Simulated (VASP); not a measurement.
Data:

```
Te
1.0
    2.17125    -3.76072     0.00000
    2.17125     3.76072     0.00000
    0.00000     0.00000     6.00748
Te
3
Direct
  0.00000   0.28075   0.66667
  0.71925   0.71925   0.00000
  0.28075   0.00000   0.33333
```

Computed with vdW-DF-cx, VASP's PBE PAW potentials (set 64) (plane waves; VASP 6.6.1). Settings: 520 eV cut-off, Gaussian smearing of 0.050 eV, potentials Te.

Unless said otherwise, spin-orbit coupling is left out, though it shifts the bands of the heavy elements here.

Question: Predict the band gap (along the path) with the smallest direct gap where there is one.

Answer: 
```json
{
  "band gap (along the path)": "none (metal, semimetal or under 0.01 eV)"
}
```

The compound is Te in the trig structure. It was relaxed first.
